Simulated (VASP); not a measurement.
Runs of VASP 6.6.1 on ScAl3N4. Symmetry: Cmc2_1, No. 36, orthorhombic system. The conventional cell has a = 6.478 Å, b = 11.151 Å, c = 4.997 Å, α = 90.00°, β = 90.00°, γ = 90.00°. Sc (site symmetry m) is surrounded by 4 N at 2.04 to 2.12 Å. Around Al (site symmetry 1) lie 4 N at 1.89 to 1.95 Å. Al (site symmetry m) has 4 N at 1.89 to 1.95 Å as nearest neighbours. N (site symmetry m) has 2 Al at 1.90 Å and 2 Sc at 2.04 to 2.12 Å as nearest neighbours. Around N (site symmetry 1) lie 3 Al at 1.89 Å and 1 Sc at 2.05 Å. Around N (site symmetry m) lie 4 Al at 1.92 to 1.95 Å. The cell was built by a generator and needn't be a form met in nature.

```csv
task,level,cell,cutoff (eV),gap on the mesh (eV),pressure (GPa)
band structure,TB-mBJ,as given,520,4.64,-
band structure,r2SCAN,as given,520,(a),0.2
relaxation of cell and atoms,PBEsol,relaxed,600,3.55,0.0
band structure,PBEsol,as given,520,3.55,0.1
```

Alike in all rows: potentials or basis VASP PAW PBE potentials, release 64 (Sc_sv, Al, N); no spin polarisation; k mesh 6 × 6 × 6; smearing gaussian 0.03 eV.

Fill in the values left out.

(a) 4.13.

Caveats: the PAW data sets were made with another functional, which shifts forces and pressure a little.

A k mesh can miss the band edges.
